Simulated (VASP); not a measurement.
**Ba2Tl5V3O12: band structure with RPBE**

Ba2Tl5V3O12:

```
Ba V Tl O
1.0
     8.31268    0.00000    0.00000
    -4.15634    7.19900    0.00000
     0.00000    0.00000    7.14333
Ba V Tl O
2 3 5 12
Direct
  0.00000 0.00000 0.23288
  0.00000 0.00000 0.76712
  0.50000 0.00000 0.00000
  0.00000 0.50000 0.00000
  0.50000 0.50000 0.00000
  0.50000 0.00000 0.50000
  0.00000 0.50000 0.50000
  0.50000 0.50000 0.50000
  0.33333 0.66667 0.22243
  0.66667 0.33333 0.77757
  0.34212 0.34455 0.81941
  0.65546 0.99757 0.81941
  0.00243 0.65789 0.81941
  0.34455 0.34212 0.18059
  0.99757 0.65546 0.18059
  0.65789 0.00243 0.18059
  0.65788 0.65545 0.18059
  0.34454 0.00243 0.18059
  0.99757 0.34211 0.18059
  0.65545 0.65788 0.81941
  0.00243 0.34454 0.81941
  0.34211 0.99757 0.81941
```

The cell was built by a generator and needn't be a form met in nature.

```yaml
Program: VASP 6.6.1
Task: band structure
Functional: RPBE
Potentials_or_basis: VASP PAW PBE potentials, release 64 (Ba_sv, V_sv, Tl_d, O)
Cutoff: 520 eV
k_mesh: 4 × 4 × 4
Occupations: fermi-dirac, width 0.05 eV
Spin: collinear spin, ferromagnetic start
Starting_moments: "[0.0, 0.0, 2.0, 2.0, 2.0, 0.0, 0.0, 0.0, 0.0, 0.0, 0.0, 0.0, 0.0, 0.0, 0.0, 0.0, 0.0, 0.0, 0.0, 0.0, 0.0, 0.0] μB"
Further_INCAR_settings: ALGO = Normal; EDIFF = 1e-07; NBANDS = 119
```

```json
{"Band gap along the path": "none (metal or under the smearing width)", "Net moment": "0.00 μB per cell"}
```

Levels at the corners of the path, in eV from the Fermi level:
Spin up:
```tsv
point	band 95	band 96	band 97	band 98	band 99	band 100	band 101	band 102
Γ	-0.34	-0.34	-0.26	0.00	0.30	0.83	0.83	0.85
M	-0.67	-0.39	-0.17	-0.17	-0.13	0.49	0.81	0.83
M	-0.67	-0.39	-0.17	-0.17	-0.13	0.49	0.81	0.83
K	-0.72	-0.35	-0.19	-0.19	0.18	0.18	0.72	0.83
K	-0.72	-0.35	-0.19	-0.19	0.18	0.18	0.72	0.83
Γ	-0.34	-0.34	-0.26	0.00	0.30	0.83	0.83	0.85
Γ	-0.34	-0.34	-0.26	0.00	0.30	0.83	0.83	0.85
A	-0.34	-0.25	0.19	0.54	0.54	0.81	0.81	1.69
A	-0.34	-0.25	0.19	0.54	0.54	0.81	0.81	1.69
L	-0.53	-0.40	-0.06	0.52	0.57	0.79	0.83	1.78
L	-0.53	-0.40	-0.06	0.52	0.57	0.79	0.83	1.78
H	-0.57	-0.19	-0.19	0.51	0.68	0.68	0.74	1.89
H	-0.57	-0.19	-0.19	0.51	0.68	0.68	0.74	1.89
A	-0.34	-0.25	0.19	0.54	0.54	0.81	0.81	1.69
L	-0.53	-0.40	-0.06	0.52	0.57	0.79	0.83	1.78
M	-0.67	-0.39	-0.17	-0.17	-0.13	0.49	0.81	0.83
K	-0.72	-0.35	-0.19	-0.19	0.18	0.18	0.72	0.83
H	-0.57	-0.19	-0.19	0.51	0.68	0.68	0.74	1.89
```
Spin down:
| point | band 95 | band 96 | band 97 | band 98 | band 99 | band 100 | band 101 | band 102 |
| --- | --- | --- | --- | --- | --- | --- | --- | --- |
| Γ | -0.34 | -0.34 | -0.26 | 0.00 | 0.30 | 0.83 | 0.83 | 0.85 |
| M | -0.67 | -0.39 | -0.17 | -0.17 | -0.13 | 0.49 | 0.81 | 0.83 |
| M | -0.67 | -0.39 | -0.17 | -0.17 | -0.13 | 0.49 | 0.81 | 0.83 |
| K | -0.72 | -0.35 | -0.19 | -0.19 | 0.18 | 0.18 | 0.72 | 0.83 |
| K | -0.72 | -0.35 | -0.19 | -0.19 | 0.18 | 0.18 | 0.72 | 0.83 |
| Γ | -0.34 | -0.34 | -0.26 | 0.00 | 0.30 | 0.83 | 0.83 | 0.85 |
| Γ | -0.34 | -0.34 | -0.26 | 0.00 | 0.30 | 0.83 | 0.83 | 0.85 |
| A | -0.34 | -0.25 | 0.19 | 0.54 | 0.54 | 0.81 | 0.81 | 1.69 |
| A | -0.34 | -0.25 | 0.19 | 0.54 | 0.54 | 0.81 | 0.81 | 1.69 |
| L | -0.53 | -0.40 | -0.06 | 0.52 | 0.57 | 0.79 | 0.83 | 1.78 |
| L | -0.53 | -0.40 | -0.06 | 0.52 | 0.57 | 0.79 | 0.83 | 1.78 |
| H | -0.57 | -0.19 | -0.19 | 0.51 | 0.68 | 0.68 | 0.74 | 1.89 |
| H | -0.57 | -0.19 | -0.19 | 0.51 | 0.68 | 0.68 | 0.74 | 1.89 |
| A | -0.34 | -0.25 | 0.19 | 0.54 | 0.54 | 0.81 | 0.81 | 1.69 |
| L | -0.53 | -0.40 | -0.06 | 0.52 | 0.57 | 0.79 | 0.83 | 1.78 |
| M | -0.67 | -0.39 | -0.17 | -0.17 | -0.13 | 0.49 | 0.81 | 0.83 |
| K | -0.72 | -0.35 | -0.19 | -0.19 | 0.18 | 0.18 | 0.72 | 0.83 |
| H | -0.57 | -0.19 | -0.19 | 0.51 | 0.68 | 0.68 | 0.74 | 1.89 |

Wall time 63 min on 4 MPI ranks on Intel(R) Xeon(R) Platinum 8559C (Emerald Rapids) (shared host), peak memory 9.2 GiB a rank.

Caveat: the log is that of the step along the path at fixed density, whose energy, stress, charges and moments have no meaning; spin-orbit coupling is left out, which moves the levels of the heavy elements; semilocal functionals often make such compounds metallic where correlation or magnetic order opens a gap, which also shifts bond lengths.
